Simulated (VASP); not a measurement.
Data:

```
Rb
1.0
   -2.83723     2.83723     2.83723
    2.83723    -2.83723     2.83723
    2.83723     2.83723    -2.83723
Rb
1
Direct
  0.00000   0.00000   0.00000
```

Calculation: PBE GGA, VASP's PBE PAW potentials (set 64) (plane waves; VASP). Settings: 520 eV cut-off, 9×9×9 Γ-centred mesh, first-order Methfessel-Paxton smearing of 0.10 eV, potentials Rb_sv.

Problem. Predict the energy per atom (σ→0), band gap (on the k-mesh) with the smallest direct gap where there is one.

Solution. 
```json
{
 "band gap (on the k-mesh)": "none (metal, semimetal or under 0.01 eV)",
 "energy per atom (σ→0)": "-0.938 eV/atom"
}
```

Total energies compare only between runs with the same potentials, cut-off and functional.

The compound is Rb in the bcc structure. It was relaxed first.
